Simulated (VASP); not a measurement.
Shape and ions are relaxed at each volume.

Energy against volume of Gd (hcp). The numbers are results of PBEsol GGA, VASP's PBE PAW potentials (set 64) (plane waves; VASP), not measurements.

The 4f electrons are frozen in the core of the lanthanide potential, so 4f levels, which can set the real gap, and their magnetism are missing.

| V (Å³/atom) | E (eV/atom) |
|---|---|
| 29.075 | -5.00683 |
| 30.003 | -5.01733 |
| 30.931 | -5.01982 |
| 31.859 | -5.01537 |
| 32.787 | -5.00502 |

Fit a third-order Birch-Murnaghan equation of state.

```
Property                                         Value
---------------------------------------  -------------
volume per atom                          30.78 Å³/atom
bulk modulus                                  40.4 GPa
pressure derivative of the bulk modulus           4.06
```

Measured: bulk modulus 37.9 GPa (computed value off by +6.7 %), as given by Wikipedia, Gadolinium (infobox). The calculation is for a static lattice, while the measured bulk modulus holds thermal and zero-point effects, which are part of the difference.

The compound is Gd in the hcp structure. It was relaxed first, which changed the volume by -7 %.
